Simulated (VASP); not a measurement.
Input:

```xyz
1
Lattice="0.0000 2.0260 2.0260 2.0260 0.0000 2.0260 2.0260 2.0260 0.0000" Properties=species:S:1:pos:R:3 pbc="T T T"
Au     0.0000     0.0000     0.0000
```

Method: LDA (Ceperley-Alder, Perdew-Zunger), VASP's LDA PAW potentials (set 64) (plane waves; VASP). Settings: 400 eV cut-off, Gaussian smearing of 0.050 eV, potentials Au.

### Question
Give the energies of bands 1 to 7 at the high-symmetry points, in eV from the Fermi level.

### Answer

| band | Γ | X | U | L | W |
|---|---|---|---|---|---|
| 1 | -10.22 | -7.37 | -6.74 | -7.62 | -6.22 |
| 2 | -4.89 | -7.04 | -6.09 | -4.92 | -5.38 |
| 3 | -4.89 | -2.06 | -4.01 | -4.92 | -5.38 |
| 4 | -4.89 | -1.69 | -2.99 | -2.02 | -3.46 |
| 5 | -3.28 | -1.69 | -2.16 | -2.02 | -1.69 |
| 6 | -3.28 | 0.85 | 3.83 | -1.16 | 4.76 |
| 7 | 14.41 | 5.90 | 4.66 | 3.14 | 6.30 |

It has no gap at this level: it comes out as a metal or semimetal.

The compound is Au in the fcc structure. It was relaxed first.
